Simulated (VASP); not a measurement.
Input:

```
Ni
1.0
    0.00000     1.73748     1.73748
    1.73748     0.00000     1.73748
    1.73748     1.73748     0.00000
Ni
1
Direct
  0.00000   0.00000   0.00000
```
Starting moments (μB, in the order of the record's atoms Ni): 0.6.

All values below come from PBE GGA with D3 dispersion (zero damping), VASP's PBE PAW potentials (set 64) (plane waves; VASP). Settings: 520 eV cut-off, Gaussian smearing of 0.050 eV, potentials Ni.

Estimate the cell moment, band gap (along the path) with the smallest direct gap where there is one.

| Property | Value |
|---|---|
| band gap (along the path) | none (metal, semimetal or under 0.01 eV) |
| cell moment | 0.61 μB |

The compound is Ni in the fcc structure. It was relaxed first.
